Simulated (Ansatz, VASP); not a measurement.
**Two plane-wave programs on CsBa3**

INCAR

```
PREC = Accurate
ENCUT = 520
EDIFF = 1E-7
ISMEAR = -1
SIGMA = 0.05
LREAL = False
LASPH = True
NELM = 80
ALGO = Normal
ISIF = 2
LWAVE = False
LCHARG = False
GGA = PE
NBANDS = 28
```

KPOINTS

```
regular mesh
0
Gamma
  4 4 4
```

The input POSCAR:

```
CsBa3
1.0
    6.5600450268      0.0000000000      0.0000000000
    0.0000000000      6.5600450268      0.0000000000
    0.0000000000      0.0000000000      6.5600450268
Ba Cs
3 1
Direct
    0.5000000000      0.5000000000      0.0000000000
    0.5000000000      0.0000000000      0.5000000000
    0.0000000000      0.5000000000      0.5000000000
    0.0000000000      0.0000000000      0.0000000000
```

input.yaml

```yaml
crystal:
  lattice:
    - [6.5600450268, 0.0, 0.0]
    - [0.0, 6.5600450268, 0.0]
    - [0.0, 0.0, 6.5600450268]
  atoms:
    - { symbol: Ba, position: [0.5, 0.5, 0.0] }
    - { symbol: Ba, position: [0.5, 0.0, 0.5] }
    - { symbol: Ba, position: [0.0, 0.5, 0.5] }
    - { symbol: Cs, position: [0.0, 0.0, 0.0] }
hamiltonian:
  xc: pbe
  pseudopotentials: { kind: paw }
kpoints:
  mp_grid: { grid: [4, 4, 4] }
scf:
  occupations: { method: fermi_dirac, width: 0.05 }
output:
  forces: true
  stress: true
  eigenvalues: true
```

Change from the starting cell: volume scaled by 0.98.

Alike in both runs: task single point; functional PBE; k mesh 4 × 4 × 4; occupations fermi-dirac, width 0.05 eV; no spin polarisation.

|  | VASP | Ansatz |
| --- | --- | --- |
| version | VASP 6.6.1 | Ansatz 0.2.0 |
| potentials or method | VASP PAW PBE potentials, release 64 (Ba_sv, Cs_sv) | Ansatz PAW |
| plane-wave cutoff (eV) | 520 | 420 |
| valence electrons in the cell | 39 | 39 |

```csv
,VASP,Ansatz,Ansatz less VASP
gap on the k mesh at the Fermi level (eV),none,none,-
pressure (GPa),0.1,0.1,-0.02
```

A gap of «none» marks a metal or a gap that the smearing closes.

Spin-orbit coupling is left out, which matters for the levels of Ba, Cs.
